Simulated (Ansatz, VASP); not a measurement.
# Ti2Pt in two plane-wave programs

Aim: how closely do two programs agree when they are given the same cell, functional and k mesh? The two relaxations start from unlike cells of this crystal (the structure described is Ansatz's start), so only their ends are compared.

Method: plane waves, with VASP 6.6.1 beside it; relaxation of cell and atoms at PBE, in Ansatz 0.2.0.

## Step 1: The starting structure

It takes space group Fm-3m (No. 225, cubic). Conventional cell: a = 5.673 Å, b = 5.673 Å, c = 5.673 Å, α = 90.00°, β = 90.00°, γ = 90.00°. Nearest to Pt lie 8 Ti at 2.46 Å. Nearest to Ti lie 4 Pt at 2.46 Å. Farther neighbours are not listed.

## Step 2: Ansatz: relaxation of cell and atoms, PBE

Ansatz runs on its PAW soft_1 files.

The relaxed volume is the usual yardstick between codes: in a stiff, nearly cubic crystal its relative difference is about their pressure difference at one cell divided by the bulk modulus.

input.yaml reads:

```yaml
crystal:
  lattice:
    - [0.0, 2.8365, 2.8365]
    - [2.8365, 0.0, 2.8365]
    - [2.8365, 2.8365, 0.0]
  atoms:
    - { symbol: Pt, position: [0.0, 0.0, 0.0] }
    - { symbol: Ti, position: [0.75, 0.75, 0.75] }
    - { symbol: Ti, position: [0.25, 0.25, 0.25] }
kpoints:
  mp_grid: { grid: [8, 8, 8] }
scf:
  occupations: { method: fermi_dirac, width: 0.05 }
hamiltonian:
  xc: pbe
  pseudopotentials: { kind: paw, azcp: { folder: soft_1 } }
relax:
  f_tol: 0.015
  max_steps: 70
  cell: {}
output:
  forces: true
  stress: true
```

Command:

```console
$ ansatz run input.yaml --threads 4 --pin off --max-ram 8192MiB --backend cpu --events-out ev --progress --plain --runs-dir out
```

Numbers of over 12 decimals in the logs are rounded to 6 here.

Output:

```text
Engine: ansatz 0.2.0, x86_64-unknown-linux-gnu
Pseudopotentials: kind: paw
Pseudopotential: Pt, paw, valence charge 18, recommended cutoff 420 eV (normal), soft_1/Pt.paw.azcp
Pseudopotential: Ti, paw, valence charge 12, recommended cutoff 420 eV (normal), soft_1/Ti.paw.azcp
Functional definition: PBE
  parameter kappa = 0.804
  parameter beta = 0.066725
  exchange = pbe_x(kappa = kappa, mu = beta*pi^2/3)
  correlation = pbe_c(beta = beta)
Crystal: 3 atoms, lattice volume = 45.643 Å³
Basis set: ecut = 420 eV, 893 PW (Γ), exchange–correlation on 54×54×54 points (8 copies of the dense FFT grid, shifted against one another)
Bands: 26, of which v1, the nominal top of the filled ones, is band 21 counted from 1 (20 counted from 0)
Symmetry: 48 space group operations
Space group: Fm-3m (ITA 225), of the structure as read, at distance tolerance 3.6e-5 Å
k-points: 29 of 512
Non-local potential: Pt, projectors of the file, l = 0: 3, l = 1: 2, l = 2: 2, l = 3: 1
Non-local potential: Ti, projectors of the file, l = 0: 3, l = 1: 2, l = 2: 3, l = 3: 1
PAW form: soft (Blöchl's): semilocal exchange-correlation on the pseudo side does not see the compensation charge
PAW one-centre angular grid: Pt, 590 points (default); XC on 64 Gauss nodes
PAW one-centre angular grid: Ti, 590 points (default); XC on 64 Gauss nodes
Initial density: superposition of atomic densities (chi_scale 0.1, normalization cell, long waves kept (reshape's long-wave potential 0.00 eV rms))
Initial wavefunctions: pseudopotential atomic-orbital guess
Functional: x = pbe(κ = 0.804, μ = 0.219515), c = pbe(β = 0.066725)
SCF iter   1: F=—  HF=-17530.279071 eV  |F-HF|=—  |Δ(HF+E_count)|=         —  Δρ=2.50e-1  dr2=4.57e1  ethr=3.10e-3  ⟨swp⟩=3.9  Hψ=2560  notcnv=0
preconditioner: auto → Kerker (q_TF=auto, 2.691 Å⁻¹)  [metal: Δε(μ)=0.037 eV  Ē_g=4.217 eV  σ=0.050 eV  W_gap=0.18  n_scr=14 (ndim 8)  ℏωp=23.3 eV  f_vac=0.000  D(μ)=2.88/eV (n_scr^D=26)]
SCF iter   2: F=—  HF=-17525.046397 eV  |F-HF|=—  |Δ(HF+E_count)|=    5.23e0  Δρ=1.06e-1  dr2=8.18e0  ethr=3.10e-3  ⟨swp⟩=2.7  Hψ=1684  notcnv=0  defer=4
SCF iter   3: F=—  HF=-17523.919916 eV  |F-HF|=—  |Δ(HF+E_count)|=    1.13e0  Δρ=1.93e-2  dr2=2.06e-1  ethr=3.10e-3  ⟨swp⟩=2.1  Hψ=1383  notcnv=0
SCF iter   4: F=—  HF=-17523.894840 eV  |F-HF|=—  |Δ(HF+E_count)|=   2.51e-2  Δρ=5.58e-3  dr2=1.26e-2  ethr=4.91e-4  ⟨swp⟩=2.1  Hψ=1337  notcnv=0
SCF iter   5: F=—  HF=-17523.892662 eV  |F-HF|=—  |Δ(HF+E_count)|=   2.18e-3  Δρ=1.76e-3  dr2=1.73e-3  ethr=2.99e-5  ⟨swp⟩=2.9  Hψ=1397  notcnv=0
SCF iter   6: F=—  HF=-17523.892572 eV  |F-HF|=—  |Δ(HF+E_count)|=   8.97e-5  Δρ=5.13e-4  dr2=2.22e-4  ethr=4.12e-6  ⟨swp⟩=2.0  Hψ=971  notcnv=0
SCF iter   7: F=—  HF=-17523.892564 eV  |F-HF|=—  |Δ(HF+E_count)|=   8.35e-6  Δρ=1.10e-4  dr2=7.82e-6  ethr=5.29e-7  ⟨swp⟩=2.0  Hψ=903  notcnv=0
SCF iter   8: F=—  HF=-17523.892561 eV  |F-HF|=—  |Δ(HF+E_count)|=   3.01e-6  Δρ=2.65e-5  dr2=5.15e-7  ethr=1.86e-8  ⟨swp⟩=2.0  Hψ=1005  notcnv=0
SCF iter   9: F=-17523.892561 eV  HF=-17523.892561 eV  |F-HF|=4.96e-8  |Δ(HF+E_count)|=   3.11e-8  Δρ=9.00e-6  dr2=5.71e-8  ethr=2.38e-10  ⟨swp⟩=4.0  Hψ=2364  notcnv=0
SCF 1 converged in 9 iterations: F = -17523.892561 eV  dr2 = 5.71e-8
  greatest PAW one-centre occupation: 1.000 electrons in one spin orbital (limit 2), on the Pt atom at site 0 (counted from 0), in its partial waves of l = 0
relax step   1: F+E_penalty+E_count = -17523.89256073 eV  Δ(F+E_penalty+E_count) = +0.000e0 eV  max|allowed force component| = 2.159e-17 eV/Å  Δτ_max = 0.0000 Å  P = +49.241 GPa  Ω = 45.643 Å³  (9 SCF iters, dr2 threshold 1.00e-7 eV, accepted)
[...]
relax step   6: F+E_penalty+E_count = -17525.36709830 eV  Δ(F+E_penalty+E_count) = -5.502e-3 eV  max|allowed force component| = 5.397e-17 eV/Å  Δτ_max = 0.0000 Å  P = +0.125 GPa  Ω = 57.209 Å³  stress off target by 1.25e-1 GPa  SCF on the basis re-selected at this cell (its energy is not comparable with the rows above)  (8 SCF iters)
[...]
relax step   7: F+E_penalty+E_count = -17525.36710151 eV  Δ(F+E_penalty+E_count) = -3.211e-6 eV  max|allowed force component| = 7.247e-17 eV/Å  Δτ_max = 0.0000 Å  P = +0.004 GPa  Ω = 57.260 Å³  energy of the carried Pulay correction = -1.722e-5 eV  (6 SCF iters, dr2 threshold 3.89e-8 eV, accepted)
[...]
relax step   8: F+E_penalty+E_count = -17525.36710503 eV  Δ(F+E_penalty+E_count) = -3.516e-6 eV  max|allowed force component| = 3.123e-17 eV/Å  Δτ_max = 0.0000 Å  P = +0.004 GPa  Ω = 57.260 Å³  stress off target by 3.63e-3 GPa  SCF on the basis re-selected at this cell (its energy is not comparable with the rows above)  (8 SCF iters)
basis re-selected at this cell: Δ(F+E_penalty+E_count) = -3.516e-6 eV, ΔP = -0.000 GPa vs the last step (what re-selecting the basis moved, of the pressure what is left beyond the Pulay correction that the steps carried, after the strain that the cell walked since its last selection, with what the two solves' SCF thresholds leave and, on support functions, any second-order correction that the steps lacked; it is no m [...]
SCF converged after 8 iterations
Free energy (F): -17525.367105 eV
Harris-Foulkes:  -17525.367105 eV  (|F-HF|=3.64e-12)
Internal energy: -17525.344965 eV  (E = F + TS)
E sigma→0 (E₀):  -17525.356035 eV
Entropy (-TS):   -0.022140 eV (-7.380 meV/atom)
Fermi energy:    14.140113 eV
--- Per-component energies (eV) ---
  E_band       = -621.359890
  E_kinetic    = 1154.906084
  E_local      = -4097.026444  (includes V_loc(G=0)·N_el)
  E_nonlocal   = 322.676114
  E_hartree    = 1612.911576
  E_xc         = -464.598181
  E_vxc        = -562.194844  (∫ρ·V_xc dr)
  E_paw        = -11567.678344  (= ΣΔE_a)
  E_vpaw       = -665.544924  (= ΣTr[D̂ρ^β])
  E_aug_tail   = 0.000958  (compensation charges beyond the density's cutoff)
  E_ewald      = -4486.536728
  E_smearing   = -0.022140  (= −TS)
  E_closure    = -0.000000  (closes the sum)
  Σ components = -17525.367105   (vs F -17525.367105, Δ=0.00e0)
--- Forces (eV/Å), atoms counted from 1 ---
  atom   1  Pt    -0.00000000     0.00000000     0.00000000
  atom   2  Ti     0.00000000    -0.00000000    -0.00000000
  atom   3  Ti    -0.00000000     0.00000000     0.00000000
  max |Σ_I F_I| component: 2.43e-17 eV/Å
--- Stress (GPa, compression-positive) ---
        0.003626      -0.000000      -0.000000
       -0.000000       0.003626      -0.000000
       -0.000000      -0.000000       0.003626
  P = ⅓ Tr σ = 0.0036 GPa (0.036 kbar)
--- Relaxed structure (6 steps of the walk, 6 accepted, 2 SCFs on fresh bases) ---
  F+E_penalty+E_count = -17525.36710503 eV   max|allowed force component| = 3.123e-17 eV/Å   (the final SCF, on the basis selected at the relaxed cell)
  cell:  # Å, volume = 57.2602 Å³
    - [0, 3.059199, 3.059199]
    - [3.059199, 0, 3.059199]
    - [3.059199, 3.059199, 0]
  atoms:
    - { symbol: Pt, position: [0, 0, 0] }
    - { symbol: Ti, position: [0.75, 0.75, 0.75] }
    - { symbol: Ti, position: [0.25, 0.25, 0.25] }
```

The column dr2 measures how far the density is from self-consistency, as an energy; F and HF (Harris–Foulkes) agree once it is small.

## Step 3: VASP: relaxation of cell and atoms, PBE

Its own start cell and the same functional, mesh and smearing now go to VASP, with its own data sets.

Lines of VASP's logs that name or quote its potential files are left out, and so is its time.

INCAR reads:

```
SYSTEM = Ti2Pt
PREC = Accurate
ENCUT = 500
EDIFF = 1E-07
NELM = 120
ISMEAR = -1
SIGMA = 0.05
LREAL = .FALSE.
ALGO = Normal
GGA = PE
NBANDS = 23
LASPH = .TRUE.
LORBIT = 11
LWAVE = .FALSE.
LCHARG = .FALSE.
ISIF = 3
IBRION = 2
NSW = 80
EDIFFG = -0.005
GGA_COMPAT = .FALSE.
NELMIN = 4
```

POSCAR reads:

```
Ti2Pt
1.0
    0.0000000000      3.0558586573      3.0558586573
    3.0558586573      0.0000000000      3.0558586573
    3.0558586573      3.0558586573      0.0000000000
Pt Ti
1 2
Direct
    0.0000000000      0.0000000000      0.0000000000
    0.7500000000      0.7500000000      0.7500000000
    0.2500000000      0.2500000000      0.2500000000
```

KPOINTS reads:

```
Automatic mesh
0
Gamma
8 8 8
0 0 0
```

Potentials, in the order of the species: Pt and Ti_sv (PBE family, release 64).

Command:

```console
$ mpirun -np 1 vasp_std
```

Output:

```text
[banner, memory and clock lines left out]
running    1 mpi-ranks, on    1 nodes
 distrk:  each k-point on    1 cores,    1 groups
 distr:  one band on    1 cores,    1 groups

 POSCAR found type information on POSCAR PtTi
 POSCAR found :  2 types and       3 ions
 LDA part: xc-table for (Slater+PW92), standard interpolation
 POSCAR, INCAR and KPOINTS ok, starting setup
 FFT: planning ... GRIDC
 FFT: planning ... GRID_SOFT
 FFT: planning ... GRID
 WAVECAR not read
 entering main loop
       N       E                     dE             d eps       ncg     rms          rms(c)
DAV:   1     0.379668697700E+03    0.37967E+03   -0.17127E+04  1342   0.167E+03
DAV:   2     0.172789264240E+02   -0.36239E+03   -0.35054E+03  1390   0.477E+02
DAV:   3    -0.231580399676E+02   -0.40437E+02   -0.39636E+02  2495   0.136E+02
DAV:   4    -0.259988939658E+02   -0.28409E+01   -0.28236E+01  1698   0.333E+01
DAV:   5    -0.261714888516E+02   -0.17259E+00   -0.17257E+00  2054   0.644E+00    0.136E+01
DAV:   6    -0.236194134696E+02    0.25521E+01   -0.20723E+01  1681   0.366E+01    0.693E+00
DAV:   7    -0.232164757024E+02    0.40294E+00   -0.52800E+00  1613   0.166E+01    0.299E+00
DAV:   8    -0.230849306608E+02    0.13155E+00   -0.63092E-01  1600   0.608E+00    0.160E+00
DAV:   9    -0.230926577296E+02   -0.77271E-02   -0.11180E-01  1693   0.241E+00    0.460E-01
DAV:  10    -0.230897416963E+02    0.29160E-02   -0.18150E-02  1829   0.991E-01    0.179E-01
DAV:  11    -0.230900060027E+02   -0.26431E-03   -0.71160E-04  1685   0.238E-01    0.813E-02
DAV:  12    -0.230898262412E+02    0.17976E-03   -0.56543E-04  1883   0.134E-01    0.165E-02
DAV:  13    -0.230898311135E+02   -0.48723E-05   -0.19682E-05  1748   0.419E-02    0.738E-03
DAV:  14    -0.230898323371E+02   -0.12235E-05   -0.41898E-06  1734   0.164E-02    0.166E-03
DAV:  15    -0.230898322324E+02    0.10465E-06   -0.26443E-07  1367   0.514E-03    0.955E-04
DAV:  16    -0.230898322154E+02    0.17051E-07   -0.40358E-08   940   0.173E-03
   1 F= -.23089832E+02 E0= -.23078718E+02  d E =-.230898E+02
 curvature:   0.00 expect dE= 0.000E+00 dE for cont linesearch  0.000E+00
 trial: gam= 0.00000 g(F)=  0.449E-46 g(S)=  0.300E-03 ort = 0.000E+00 (trialstep = 0.100E+01)
 search vector abs. value=  0.300E-03
 bond charge predicted
       N       E                     dE             d eps       ncg     rms          rms(c)
DAV:   1    -0.230959383581E+02   -0.61061E-02   -0.14652E-01  1656   0.410E+00    0.592E-01
DAV:   2    -0.230900322885E+02    0.59061E-02   -0.32131E-02  1818   0.158E+00    0.185E-01
DAV:   3    -0.230896512673E+02    0.38102E-03   -0.26320E-03  1770   0.312E-01    0.608E-02
DAV:   4    -0.230897036090E+02   -0.52342E-04   -0.73817E-04  1962   0.128E-01    0.295E-02
DAV:   5    -0.230897145917E+02   -0.10983E-04   -0.50383E-05  1913   0.406E-02    0.240E-02
DAV:   6    -0.230897671376E+02   -0.52546E-04   -0.82138E-05  1829   0.479E-02    0.177E-02
DAV:   7    -0.230897790697E+02   -0.11932E-04   -0.44552E-05  2098   0.405E-02    0.205E-03
DAV:   8    -0.230897792257E+02   -0.15595E-06   -0.26519E-06  2012   0.857E-03    0.259E-03
DAV:   9    -0.230897790390E+02    0.18669E-06   -0.60121E-07  1456   0.463E-03    0.291E-04
DAV:  10    -0.230897789330E+02    0.10596E-06   -0.10848E-07  1043   0.151E-03    0.248E-04
DAV:  11    -0.230897789367E+02   -0.36748E-08   -0.14375E-08   751   0.100E-03
   2 F= -.23089779E+02 E0= -.23078628E+02  d E =0.532787E-04
 trial-energy change:    0.000053  1 .order    0.000050   -0.000300    0.000400
 step:   0.4218(harm=  0.4282)  dis= 0.00000  next Energy=   -23.089895 (dE=-0.630E-04)
 bond charge predicted
       N       E                     dE             d eps       ncg     rms          rms(c)
DAV:   1    -0.230919433740E+02   -0.21644E-02   -0.48890E-02  1655   0.237E+00    0.341E-01
DAV:   2    -0.230899667328E+02    0.19766E-02   -0.10720E-02  1833   0.910E-01    0.107E-01
DAV:   3    -0.230898421392E+02    0.12459E-03   -0.86820E-04  1770   0.180E-01    0.350E-02
DAV:   4    -0.230898641210E+02   -0.21982E-04   -0.24767E-04  1933   0.758E-02    0.155E-02
DAV:   5    -0.230898684985E+02   -0.43775E-05   -0.12710E-05  1848   0.196E-02    0.135E-02
DAV:   6    -0.230898885942E+02   -0.20096E-04   -0.27883E-05  1814   0.282E-02    0.101E-02
DAV:   7    -0.230898945942E+02   -0.60000E-05   -0.14764E-05  2123   0.236E-02    0.122E-03
DAV:   8    -0.230898948627E+02   -0.26855E-06   -0.82307E-07  1830   0.486E-03    0.155E-03
DAV:   9    -0.230898951794E+02   -0.31662E-06   -0.19813E-07  1254   0.277E-03    0.171E-04
DAV:  10    -0.230898952412E+02   -0.61839E-07   -0.28419E-08   758   0.856E-04
   3 F= -.23089895E+02 E0= -.23078766E+02  d E =-.630258E-04
 curvature:  -0.21 expect dE=-0.122E-07 dE for cont linesearch -0.122E-07
 trial: gam=-0.01359 g(F)=  0.210E-45 g(S)=  0.569E-07 ort = 0.413E-05 (trialstep = 0.884E+00)
 search vector abs. value=  0.111E-09
 reached required accuracy - stopping structural energy minimisation
```

From OUTCAR (step 3):

```text
ion  position               nearest neighbor table
   1  0.000  0.000  0.000-   2 2.65   2 2.65   2 2.65   2 2.65   3 2.65   3 2.65   3 2.65   3 2.65

  LATTYP: Found a face centered cubic cell.
 ALAT       =     6.1117173146

 Subroutine GETGRP returns: Found 48 space group operations
 (whereof 48 operations were pure point group operations)

The static configuration has the point symmetry O_h .

 Found     29 irreducible k-points:

   k-points           NKPTS =     29   k-points in BZ     NKDIM =     29   number of bands    NBANDS=     23

   dimension x,y,z NGX =    32 NGY =   32 NGZ =   32
   dimension x,y,z NGXF=    64 NGYF=   64 NGZF=   64

   ENCUT  =  500.0 eV  36.75 Ry    6.06 a.u.   7.88  7.88  7.88*2*pi/ulx,y,z

   NELECT =      34.0000    total number of electrons

 k-points in reciprocal lattice and weights: Automatic mesh
   0.00000000  0.00000000  0.00000000       0.002
   0.12500000  0.00000000  0.00000000       0.016
   0.25000000  0.00000000  0.00000000       0.016
   0.37500000  0.00000000  0.00000000       0.016
   0.50000000  0.00000000  0.00000000       0.008
   0.12500000  0.12500000  0.00000000       0.012
   0.25000000  0.12500000  0.00000000       0.047
   0.37500000  0.12500000  0.00000000       0.047
   0.50000000  0.12500000  0.00000000       0.047
[...]
-0.37500000  0.50000000  0.12500000       0.023
  -0.25000000  0.50000000  0.25000000       0.012

 average (electrostatic) potential at core
       1 -67.1274       2 -73.4485       3 -73.4485

 E-fermi :   7.9825

 k-point     1 :       0.0000    0.0000    0.0000
  band No.  band energies     occupation
    ...
     13       3.6014      2.00000
     14       3.6014      2.00000
     15       6.5660      2.00000
     16       6.5660      2.00000
     17       6.5660      2.00000
     18       8.5184      0.00004
     19       8.5184      0.00004
     20      10.1938      0.00000
     21      10.1938      0.00000
     22      10.1938      0.00000
    ...

 k-point     2 :       0.1250    0.0000    0.0000
  band No.  band energies     occupation
    ...
     13       3.5921      2.00000
     14       3.5921      2.00000
     15       6.4550      2.00000
     16       6.6752      2.00000
     17       6.6752      2.00000
     18       8.5164      0.00005
     19       8.5164      0.00005
     20       9.9319      0.00000
     21      10.0447      0.00000
     22      10.0447      0.00000
    ...

 k-point     3 :       0.2500    0.0000    0.0000
  band No.  band energies     occupation
    ...
     13       3.5927      2.00000
     14       3.5927      2.00000
     15       6.0911      2.00000
     16       6.9597      2.00000
     17       6.9597      2.00000
     18       8.5298      0.00004
     19       8.5298      0.00004
     20       9.3956      0.00000
     21       9.6725      0.00000
     22       9.6725      0.00000
    ...

  Total        0.0010860      0.0010860      0.0010860      0.0000000     -0.0000000      0.0000000
  in kB        0.0304384      0.0304384      0.0304384      0.0000000     -0.0000000      0.0000000
  external PRESSURE =       0.0304384 kB  Pullay stress =       0.0000000 kB

  energy-cutoff  :      500.00
  volume of cell :       57.16
      direct lattice vectors                 reciprocal lattice vectors
     0.000000000  3.057492232  3.057492232    -0.163532713  0.163532713  0.163532713
     3.057492232  0.000000000  3.057492232     0.163532713 -0.163532713  0.163532713
     3.057492232  3.057492232 -0.000000000     0.163532713  0.163532713 -0.163532713

 POSITION                                       TOTAL-FORCE (eV/Angst)
 -----------------------------------------------------------------------------------
      0.00000      0.00000      0.00000         0.000000     -0.000000     -0.000000
      4.58624      4.58624      4.58624        -0.000000     -0.000000     -0.000000
      1.52875      1.52875      1.52875         0.000000      0.000000      0.000000
 -----------------------------------------------------------------------------------
    total drift:                               -0.000000     -0.000000      0.000000

  FREE ENERGIE OF THE ION-ELECTRON SYSTEM (eV)
  ---------------------------------------------------
  free  energy   TOTEN  =       -23.0898952412 eV

  energy  without entropy=      -23.0676363752  energy(sigma->0) =      -23.07876581

 reached required accuracy - stopping structural energy minimisation

 total charge
# of ion       s       p       d       tot
------------------------------------------
    1        0.894   0.776   7.923   9.593
    2        2.231   6.118   1.839  10.188
    3        2.231   6.118   1.839  10.188
--------------------------------------------------
tot          5.355  13.011  11.601  29.968

[... 3 further parts left out ...]
```

The run keeps the 48 symmetry operations of its start, so it cannot find a distortion of lower symmetry.

## Step 4: Side by side

Known differences besides the potentials themselves: the data sets hold 42 valence electrons in Ansatz (on its PAW soft_1 files) and 34 in VASP; the cutoff is 420 eV in Ansatz and 500 eV in VASP; Ansatz adds a Pulay correction to the stress that steers its cell, VASP none. Total energies have different zeros and are not compared.

Compared:

| quantity | Ansatz | VASP | difference |
| --- | --- | --- | --- |
| volume (Å³) | 57.26 | 57.16 | +0.17 % |
| edge a after relaxation, in the typed setting (Å) | 4.326 | 4.324 | +0.06 % |

## Step 5: Outcome

| Property | Result |
| --- | --- |
| difference in volume (relaxation of cell and atoms, PBE) | 0.17 % |

What this shows: The difference in volume is 0.17 % (relaxation of cell and atoms, PBE), within the 1.2 % picked in this series as the mark of a large difference, as far as the stopping tolerances let one tell. The data sets hold unlike numbers of valence electrons (42 in Ansatz and 34 in VASP), so part of the differences comes from the potentials. How closely two codes agree says nothing of how well the functional describes the real material.

[Lines on the potential files, build, host, timing and source positions are cut from VASP's logs without a mark.]

[Logs are printed without paths, hosts, clocks, repeated set-up lines and the standing remarks that a program may print on its own settings, such as how far it seeks lower states.]

[Hosts, paths, dates, database ids (printed as entryN), source tags and the programs' standing remarks are cut or masked in the printed files.]
